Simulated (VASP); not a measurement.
```
PtS2
1.0
    3.45191     0.00000     0.00000
   -1.72596     2.98944     0.00000
    0.00000     0.00000    15.66312
Pt S
1 2
Direct
  0.66667   0.33333   0.50000
  0.33333   0.66667   0.41094
  0.33333   0.66667   0.58906
```

The numbers are results of r2SCAN meta-GGA, VASP's PBE PAW potentials (set 64) (plane waves; VASP), not measurements. Numerical set-up: 400 eV cut-off, 11×11×1 Γ-centred mesh, tetrahedra with Blöchl corrections, potentials Pt S.

The cell holds a wide vacuum, so values per volume refer to the whole cell.

Q: Give the energies of bands 3 to 14 at the high-symmetry points, in eV from the Fermi level.

A: 
```json
[
 {"band": "3", "Γ": "-7.09", "M": "-7.39", "K": "-7.00"},
 {"band": "4", "Γ": "-5.80", "M": "-5.90", "K": "-6.71"},
 {"band": "5", "Γ": "-5.80", "M": "-5.87", "K": "-5.43"},
 {"band": "6", "Γ": "-4.96", "M": "-5.82", "K": "-5.33"},
 {"band": "7", "Γ": "-4.96", "M": "-4.04", "K": "-3.99"},
 {"band": "8", "Γ": "-2.67", "M": "-3.28", "K": "-3.77"},
 {"band": "9", "Γ": "-1.84", "M": "-2.91", "K": "-3.60"},
 {"band": "10", "Γ": "0.30", "M": "-2.20", "K": "-3.39"},
 {"band": "11", "Γ": "0.30", "M": "-1.77", "K": "-0.71"},
 {"band": "12", "Γ": "0.67", "M": "1.16", "K": "0.74"},
 {"band": "13", "Γ": "0.67", "M": "1.44", "K": "1.24"},
 {"band": "14", "Γ": "3.56", "M": "3.88", "K": "5.35"}
]
```

It has no gap at this level: it comes out as a metal or semimetal.

The cell is a sheet with vacuum, built from a generated structure.
